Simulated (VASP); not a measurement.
Energy against volume of ZnS (zinc blende). Computed with PBE0 hybrid, VASP's PBE PAW potentials (set 64) (plane waves; VASP). Numerical set-up: 520 eV cut-off, 6×6×6 Γ-centred mesh, Gaussian smearing of 0.050 eV, potentials Zn S.

```
V (Å³/atom)  E (eV/atom)
-----------  -----------
18.386          -4.43164
18.993          -4.45272
19.599          -4.46254
20.205          -4.46283
```

### Question
Fit these four points and predict the energy of the run at 20.811 Å³/atom.

### Answer
A cubic in V^(−2/3), the third-order Birch-Murnaghan form, passes through the four points with V0 = 19.92 Å³/atom and B0 = 76 GPa, and gives -4.4550 eV/atom there. The run gave -4.4550 eV/atom, +0.0 meV/atom from the fit; all five points give B0 = 76 GPa.

The compound is ZnS in the zinc blende structure. It was relaxed first. The cell's shape comes from a PBE relaxation.
